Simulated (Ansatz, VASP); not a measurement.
# PtSe2 (Sudovikovite): VASP beside Ansatz, part 2 of 2

Wanted: the spread between two codes on one cell, functional and k mesh. The cell is taken from a series of runs on this material, whose earlier steps may have relaxed, scaled, displaced or heated it; both programs get it as it stands.

VASP 6.6.1 and Ansatz 0.2.0.

So far: The starting structure; Ansatz: zone-centre phonons, PBEsol with D3(BJ).

### Step 3. VASP: zone-centre phonons, PBEsol with D3(BJ)

Level of this step: PBEsol with D3(BJ); plane waves and PAW (Se, Pt) (VASP).

The same cell, functional, mesh and smearing now go to VASP, with its own data sets.

Lines of VASP's logs that name or quote its potential files are left out, and so is its time.

Input file INCAR:

```
SYSTEM = PtSe2
PREC = Accurate
ENCUT = 500
EDIFF = 1E-08
NELM = 120
ISMEAR = 1
SIGMA = 0.2
LREAL = .FALSE.
ALGO = Normal
GGA = PS
IVDW = 12
NBANDS = 17
LASPH = .TRUE.
LORBIT = 11
LWAVE = .FALSE.
LCHARG = .FALSE.
ISIF = 2
IBRION = 6
NFREE = 2
POTIM = 0.015
NSW = 1
GGA_COMPAT = .FALSE.
KPAR = 2
```

Input file POSCAR:

```
PtSe2
1.0
    3.7283568859      0.0000000000      0.0000000000
   -1.8641784429      3.2288517775      0.0000000000
    0.0000000000      0.0000000000      4.5636585231
Se Pt
2 1
Direct
    0.3333333333      0.6666666667      0.2752497097
    0.6666666667      0.3333333333      0.7247502903
    0.0000000000      0.0000000000      0.0000000000
```

Input file KPOINTS:

```
Automatic mesh
0
Gamma
15 15 8
0 0 0
```

Potentials, in the order of the species: Se and Pt (PBE family, release 64).

Started as:

```
$ mpirun -np 2 vasp_std
```

Numbers of over 12 decimals in the logs are rounded to 6 here.

Log:

```text
[banner, memory and clock lines left out]
running    2 mpi-ranks, on    1 nodes
 distrk:  each k-point on    1 cores,    2 groups
 distr:  one band on    1 cores,    1 groups

 POSCAR found type information on POSCAR SePt
 POSCAR found :  2 types and       3 ions
|                                                                             |
|               ----> ADVICE to this user running VASP <----                  |
|                                                                             |
|     You enforced a specific xc type in the INCAR file but a different       |
|     [... a line on the potential file left out ...]
|     I HOPE YOU KNOW WHAT YOU ARE DOING!                                     |
|                                                                             |

 LDA part: xc-table for (Slater+PW92), standard interpolation
 POSCAR, INCAR and KPOINTS ok, starting setup
 FFT: planning ... GRIDC
 FFT: planning ... GRID_SOFT
 FFT: planning ... GRID
 WAVECAR not read
 entering main loop
       N       E                     dE             d eps       ncg     rms          rms(c)
DAV:   1     0.105608632529E+03    0.10561E+03   -0.10061E+04  6648   0.111E+03
DAV:   2    -0.121462262945E+02   -0.11775E+03   -0.11425E+03  8135   0.218E+02
DAV:   3    -0.165731226957E+02   -0.44269E+01   -0.43907E+01  7906   0.429E+01
DAV:   4    -0.166038642265E+02   -0.30742E-01   -0.30725E-01  8293   0.382E+00
DAV:   5    -0.166041289845E+02   -0.26476E-03   -0.26475E-03  8198   0.348E-01    0.136E+01
DAV:   6    -0.160413237793E+02    0.56281E+00   -0.44958E+00  6657   0.189E+01    0.817E+00
DAV:   7    -0.158566393670E+02    0.18468E+00   -0.81443E-01  6632   0.900E+00    0.410E+00
DAV:   8    -0.158317195577E+02    0.24920E-01   -0.54173E-02  7171   0.172E+00    0.799E-01
DAV:   9    -0.158292917106E+02    0.24278E-02   -0.65298E-03  7356   0.755E-01    0.185E-01
DAV:  10    -0.158293023538E+02   -0.10643E-04   -0.96277E-04  7432   0.207E-01    0.383E-02
DAV:  11    -0.158292994404E+02    0.29134E-05   -0.48652E-05  8390   0.573E-02    0.241E-02
DAV:  12    -0.158292993016E+02    0.13885E-06   -0.28052E-06  7572   0.121E-02    0.541E-03
DAV:  13    -0.158292992637E+02    0.37848E-07   -0.63574E-07  7993   0.602E-03    0.135E-03
DAV:  14    -0.158292992487E+02    0.14968E-07   -0.47505E-08  7733   0.156E-03    0.455E-04
DAV:  15    -0.158292992381E+02    0.10605E-07   -0.35704E-09  3655   0.426E-04    0.232E-04
DAV:  16    -0.158292992507E+02   -0.12579E-07   -0.35120E-10  3475   0.138E-04    0.368E-05
DAV:  17    -0.158292992502E+02    0.53979E-09   -0.69649E-11  3444   0.548E-05
   1 F= -.17251540E+02 E0= -.17252138E+02  d E =0.179502E-02
[... from here on, the cycles between the ionic steps are left out ...]
   2 F= -.17250595E+02 E0= -.17251182E+02  d E =0.176065E-02
   3 F= -.17250595E+02 E0= -.17251182E+02  d E =0.176053E-02
   4 F= -.17250518E+02 E0= -.17251111E+02  d E =0.178009E-02
   5 F= -.17250012E+02 E0= -.17250604E+02  d E =0.177560E-02
   6 F= -.17249667E+02 E0= -.17250269E+02  d E =0.180757E-02
   7 F= -.17249667E+02 E0= -.17250269E+02  d E =0.180766E-02
   8 F= -.17249712E+02 E0= -.17250307E+02  d E =0.178559E-02
 Finite differences progress:
  Degree of freedom:   4/  4
  Displacement:        1/  2
  Total:               7/  8
 bond charge predicted
       N       E                     dE             d eps       ncg     rms          rms(c)
DAV:   1    -0.158225214165E+02    0.49497E-02   -0.48666E+00  6536   0.114E+01    0.330E-01
DAV:   2    -0.158282841301E+02   -0.57627E-02   -0.59174E-02  7234   0.172E+00    0.202E-01
DAV:   3    -0.158278243420E+02    0.45979E-03   -0.12049E-03  8272   0.231E-01    0.147E-01
DAV:   4    -0.158274819581E+02    0.34238E-03   -0.18097E-03  6948   0.220E-01    0.299E-02
DAV:   5    -0.158274768520E+02    0.51062E-05   -0.48296E-05  7292   0.512E-02    0.166E-02
DAV:   6    -0.158274717327E+02    0.51192E-05   -0.12618E-05  7188   0.231E-02    0.697E-03
DAV:   7    -0.158274712497E+02    0.48309E-06   -0.80664E-06  7851   0.151E-02    0.270E-03
DAV:   8    -0.158274711308E+02    0.11883E-06   -0.58983E-07  6974   0.451E-03    0.745E-04
DAV:   9    -0.158274711282E+02    0.26180E-08   -0.68725E-08  8218   0.144E-03
   9 F= -.17249712E+02 E0= -.17250307E+02  d E =0.178557E-02
 Finite differences progress:
  Degree of freedom:   4/  4
  Displacement:        2/  2
  Total:               8/  8
```

Parts of OUTCAR (step 3):

```text
ion  position               nearest neighbor table
   1  0.333  0.667  0.275-   3 2.49   3 2.49   3 2.49
   2  0.667  0.333  0.725-   3 2.49   3 2.49   3 2.49
   3  0.000  0.000  0.000-   1 2.49   2 2.49   1 2.49   2 2.49   2 2.49   1 2.49

  LATTYP: Found a hexagonal cell.
 ALAT       =     3.7283568859
 C/A-ratio  =     1.2240401503

 Subroutine GETGRP returns: Found 12 space group operations
 (whereof 12 operations were pure point group operations)

The static configuration has the point symmetry D_3d.

 Found    192 irreducible k-points:

   k-points           NKPTS =    192   k-points in BZ     NKDIM =    192   number of bands    NBANDS=     17

   dimension x,y,z NGX =    28 NGY =   28 NGZ =   36
   dimension x,y,z NGXF=    56 NGYF=   56 NGZF=   72

   ENCUT  =  500.0 eV  36.75 Ry    6.06 a.u.   6.80  6.80  8.32*2*pi/ulx,y,z

   NELECT =      22.0000    total number of electrons

 k-points in reciprocal lattice and weights: Automatic mesh
   0.00000000  0.00000000  0.00000000       0.001
   0.06666667  0.00000000  0.00000000       0.003
   0.13333333  0.00000000  0.00000000       0.003
   0.20000000  0.00000000  0.00000000       0.003
   0.26666667  0.00000000  0.00000000       0.003
   0.33333333  0.00000000  0.00000000       0.003
   0.40000000 -0.00000000  0.00000000       0.003
   0.46666667 -0.00000000  0.00000000       0.003
   0.06666667  0.06666667  0.00000000       0.003
[...]
0.33333333  0.26666667  0.50000000       0.007
   0.33333333  0.33333333  0.50000000       0.001

 Edisp (eV)   -1.42224

 average (electrostatic) potential at core
       1 -51.5940       2 -51.6233       3 -67.2798

 E-fermi :   7.5785

 k-point     1 :       0.0000    0.0000    0.0000
  band No.  band energies     occupation
    ...
      6       3.6141      2.00000
      7       3.6141      2.00000
      8       5.0628      2.00000
      9       6.5579      2.00000
     10       6.5579      2.00000
     11       8.4338     -0.00000
     12       8.4338     -0.00000
     13       8.6248     -0.00000
     14      10.5342     -0.00000
     15      12.0185      0.00000
    ...

 k-point     2 :       0.0667    0.0000    0.0000
  band No.  band energies     occupation
    ...
      6       3.5475      2.00000
      7       3.5768      2.00000
      8       4.9422      2.00000
      9       6.2907      2.00000
     10       6.4323      2.00000
     11       7.7916     -0.06133
     12       8.5617     -0.00000
     13       9.2158     -0.00000
     14      10.8319     -0.00000
     15      12.3194      0.00000
    ...

 k-point     3 :       0.1333    0.0000    0.0000
  band No.  band energies     occupation
    ...
      7       3.4788      2.00000
      8       4.5697      2.00000
      9       5.8344      2.00000
     10       6.1205      2.00000
     11       7.1650      2.01277
     12       8.8783     -0.00000
     13       9.5632     -0.00000
     14      11.5684     -0.00000
     15      13.0341      0.00000
     16      14.2598      0.00000
    ...

 Edisp (eV)   -1.42224

  Total       0.68305     0.68305     0.66448     0.00000     0.00000    -0.00000
  in kB      19.91964    19.91964    19.37807     0.00000     0.00000    -0.00000
  external pressure =       19.74 kB  Pullay stress =        0.00 kB

  energy-cutoff  :      500.00
  volume of cell :       54.94
      direct lattice vectors                 reciprocal lattice vectors
     3.728356886  0.000000000  0.000000000     0.268214667  0.154853810  0.000000000
    -1.864178443  3.228851778  0.000000000     0.000000000  0.309707620  0.000000000
     0.000000000  0.000000000  4.563658523     0.000000000  0.000000000  0.219122442

 POSITION                                       TOTAL-FORCE (eV/Angst)
 -----------------------------------------------------------------------------------
     -0.00000      2.15257      1.25615        -0.000000      0.000000     -0.103512
      1.86418      1.07628      3.30751        -0.000000      0.000000     -0.140130
      0.00000      0.00000     -0.01500         0.000000      0.000000      0.243641
 -----------------------------------------------------------------------------------
    total drift:                                0.000000      0.000000     -0.000053

  FREE ENERGIE OF THE ION-ELECTRON SYSTEM (eV)
  ---------------------------------------------------
  free  energy   TOTEN  =       -17.2497116913 eV

  energy  without entropy=      -17.2514972596  energy(sigma->0) =      -17.25030688

 Eigenvectors and eigenvalues of the dynamical matrix
 ----------------------------------------------------

   1 f  =    6.828611 THz    42.905429 2PiTHz  227.777948 cm-1    28.240854 meV
             X         Y         Z           dx          dy          dz
     -0.000000  2.152568  1.256146     0.496999    0.171041    0.000000
      1.864178  1.076284  3.307513     0.496999    0.171041   -0.000000
      0.000000  0.000000  0.000000    -0.632525   -0.217683    0.000000

   2 f  =    6.828611 THz    42.905429 2PiTHz  227.777948 cm-1    28.240854 meV
             X         Y         Z           dx          dy          dz
     -0.000000  2.152568  1.256146     0.171041   -0.496999    0.000000
      1.864178  1.076284  3.307513     0.171041   -0.496999   -0.000000
      0.000000  0.000000  0.000000    -0.217683    0.632525   -0.000000

   3 f  =    6.744776 THz    42.378680 2PiTHz  224.981522 cm-1    27.894141 meV
             X         Y         Z           dx          dy          dz
     -0.000000  2.152568  1.256146     0.000000    0.000000    0.525663
      1.864178  1.076284  3.307513     0.000000    0.000000    0.525663
      0.000000  0.000000  0.000000    -0.000000   -0.000000   -0.668848

   4 f  =    6.706987 THz    42.141242 2PiTHz  223.721006 cm-1    27.737857 meV
             X         Y         Z           dx          dy          dz
     -0.000000  2.152568  1.256146    -0.000000    0.000000    0.707107
      1.864178  1.076284  3.307513    -0.000000    0.000000   -0.707107
      0.000000  0.000000  0.000000     0.000000   -0.000000   -0.000000

   5 f  =    5.117954 THz    32.157053 2PiTHz  170.716570 cm-1    21.166148 meV
             X         Y         Z           dx          dy          dz
     -0.000000  2.152568  1.256146    -0.668619   -0.230107    0.000000
      1.864178  1.076284  3.307513     0.668619    0.230107   -0.000000
      0.000000  0.000000  0.000000    -0.000000    0.000000    0.000000

   6 f  =    5.117954 THz    32.157053 2PiTHz  170.716570 cm-1    21.166148 meV
             X         Y         Z           dx          dy          dz
     -0.000000  2.152568  1.256146    -0.230107    0.668619   -0.000000
      1.864178  1.076284  3.307513     0.230107   -0.668619    0.000000
      0.000000  0.000000  0.000000    -0.000000   -0.000000    0.000000

   7 f/i=    0.000057 THz     0.000358 2PiTHz    0.001903 cm-1     0.000236 meV
             X         Y         Z           dx          dy          dz
     -0.000000  2.152568  1.256146    -0.000000    0.000000    0.472947
      1.864178  1.076284  3.307513    -0.000000    0.000000    0.472947
      0.000000  0.000000  0.000000    -0.000000    0.000000    0.743400

   8 f/i=    0.000747 THz     0.004694 2PiTHz    0.024921 cm-1     0.003090 meV
             X         Y         Z           dx          dy          dz
     -0.000000  2.152568  1.256146    -0.295202   -0.369585    0.000000
      1.864178  1.076284  3.307513    -0.295202   -0.369585    0.000000
      0.000000  0.000000  0.000000    -0.463902   -0.580793    0.000000

   9 f/i=    0.000747 THz     0.004694 2PiTHz    0.024921 cm-1     0.003090 meV
             X         Y         Z           dx          dy          dz
     -0.000000  2.152568  1.256146     0.369585   -0.295202    0.000000
      1.864178  1.076284  3.307513     0.369585   -0.295202    0.000000
      0.000000  0.000000  0.000000     0.580793   -0.463902    0.000000

 ELASTIC MODULI CONTR FROM IONIC RELAXATION (kBar)
 Direction    XX          YY          ZZ          XY          YZ          ZX
 --------------------------------------------------------------------------------
 XX        -569.9901   -307.0921   -415.9851     -0.0000    232.1258      0.0000
 YY        -307.0921   -569.9901   -415.9851     -0.0000   -232.1258     -0.0000
 ZZ        -415.9851   -415.9851   -394.5893     -0.0000     -0.0000     -0.0000
 XY          -0.0000     -0.0000     -0.0000   -131.4490     -0.0000    232.1266
 YZ         232.1258   -232.1258     -0.0000     -0.0000   -409.9110     -0.0000
 ZX           0.0000     -0.0000     -0.0000    232.1266     -0.0000   -409.9135
 --------------------------------------------------------------------------------

 total charge
# of ion       s       p       d       tot
------------------------------------------
    1        1.490   2.223   0.087   3.801
    2        1.490   2.223   0.087   3.801
    3        0.692   0.719   8.072   9.483
--------------------------------------------------
tot          3.672   5.166   8.246  17.084

[... 3 further parts left out ...]
```

Levels, forces or a CONTCAR printed for this step are those of its last displaced cell, not of the structure at rest.

### Step 4. Differences

Known differences besides the potentials themselves: the data sets hold 50 valence electrons in Ansatz (on its PAW soft_1 files) and 22 in VASP; the cutoff is 420 eV in Ansatz and 500 eV in VASP; Ansatz makes its cores anew for this functional, VASP keeps those of its PBE data sets; Ansatz takes the dispersion share of the force constants at frozen C6 weights, VASP differentiates the full forces; VASP uses finite displacements, Ansatz perturbation theory. Total energies have different zeros and are not compared.

Both answers:

| quantity | Ansatz | VASP | difference |
| --- | --- | --- | --- |
| optical mode 1 to 2 (cm⁻¹) | 170.4 | 170.7 | -0.17 % |
| optical mode 3 (cm⁻¹) | 223.2 | 223.7 | -0.25 % |
| optical mode 4 (cm⁻¹) | 224.4 | 225.0 | -0.27 % |
| optical mode 5 to 6 (cm⁻¹) | 226.7 | 227.8 | -0.48 % |

Modes are paired by rising frequency, not by their patterns, so a pair may set unlike modes beside each other; they are those without the splitting of longitudinal modes.

### Step 5. Outcome

```
r.m.s. difference of the optical zone-centre modes, each program's sorted by frequency (zone-centre phonons, PBEsol with D3(BJ)) : 0.73 cm⁻¹
```

The r.m.s. difference of the optical zone-centre modes, each program's sorted by frequency is 0.73 cm⁻¹ (zone-centre phonons, PBEsol with D3(BJ)). The data sets hold unlike numbers of valence electrons (50 in Ansatz and 22 in VASP), so part of the differences comes from the potentials. Such differences can come from data sets, numerical settings and the points named under the comparisons, not from the functional's error against experiment.

[Lines on the potential files, build, host, timing and source positions are cut from VASP's logs without a mark.]

[Logs are printed without paths, hosts, clocks, repeated set-up lines and the standing remarks that a program may print on its own settings, such as how far it seeks lower states.]

[Hosts, paths, dates, database ids (printed as entryN), source tags and the programs' standing remarks are cut or masked in the printed files.]
